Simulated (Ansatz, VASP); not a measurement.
RbSb3S4: VASP beside Ansatz

```
Rb Sb S
1.0
     3.51013    2.02658    6.42979
    -3.51013    2.02658    6.42979
     0.00000   -4.05315    6.42979
Rb Sb S
1 3 4
Cartesian
  0.0000 0.0000 9.6447
  0.0000 -2.0266 3.2149
  1.7551 1.0133 3.2149
  -1.7551 1.0133 3.2149
  0.0000 2.0266 6.4298
  -1.7551 -1.0133 6.4298
  1.7551 -1.0133 6.4298
  0.0000 0.0000 0.0000
```

Alike in both runs: task single point; functional PBE; k mesh 3 × 3 × 3; occupations gaussian, width 0.1 eV; no spin polarisation.

|  | VASP | Ansatz |
| --- | --- | --- |
| version | VASP 6.6.1 | Ansatz 0.2.0 |
| potentials or method | VASP PAW PBE potentials, release 64 (Rb_sv, Sb, S) | scalar-relativistic, plane waves, PAW |
| plane-wave cutoff (eV) | 520 | 420 |
| valence electrons in the cell | 48 | 78 |

VASP gave:

```
gap on the k mesh at the Fermi level (eV)       : none
pressure (GPa)                                  : -7.6
largest component of the traceless stress (GPa) : 2.11
```

Problem. Which values does Ansatz return?

Solution. gap on the k mesh at the Fermi level (eV): none; pressure (GPa): -7.6; largest component of the traceless stress (GPa): 2.13.

A gap of «none» marks a metal or a gap that the smearing closes. The two sets of potentials don't hold the same shells in valence.

Caveats: the k mesh is coarse (spacing up to 0.36 Å⁻¹), so the values aren't converged. Spin-orbit coupling is left out, which matters for the levels of Sb.
